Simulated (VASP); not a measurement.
Input:

```
CELL_PARAMETERS angstrom
      4.12000     0.00000     0.00000
      0.00000     4.12000     0.00000
      0.00000     0.00000     4.12000
ATOMIC_POSITIONS crystal
  Cs 0.00000 0.00000 0.00000
  Cl 0.50000 0.50000 0.50000
```

The numbers are results of PBE GGA, VASP's PBE PAW potentials (set 64) (plane waves; VASP), not measurements. Settings: 400 eV cut-off, 6×6×6 Γ-centred mesh, Gaussian smearing of 0.050 eV, potentials Cs_sv Cl.

Energy and stress use the plane-wave basis of the starting cell.

Problem. The ions, cell shape and volume are relaxed. What does this cell relax into?

Solution. 
```
CELL_PARAMETERS angstrom
      4.21126     0.00000     0.00000
      0.00000     4.21126     0.00000
      0.00000     0.00000     4.21126
ATOMIC_POSITIONS crystal
  Cs 0.00000 0.00000 0.00000
  Cl 0.50000 0.50000 0.50000
```
Space group Pm-3m (221), at a tolerance of 0.03 Å.

Problem. How do energy and volume change from the first to the last step?

Solution. The energy (σ→0) changes by -7.1 meV/atom and the volume by +6.8 %, in 3 ionic steps.

| step | E(σ→0) (eV) | max force (eV/Å) | pressure (GPa) | volume (Å³) |
|---|---|---|---|---|
| 1 | -6.5258 | 0.000 | 1.06 | 69.93 |
| 2 | -6.5370 | 0.000 | 0.46 | 72.31 |
| 3 | -6.5400 | 0.000 | -0.04 | 74.69 |

The compound is CsCl in the CsCl type structure. This run relaxes it. Symmetry was kept, so distortions that lower it aren't found.
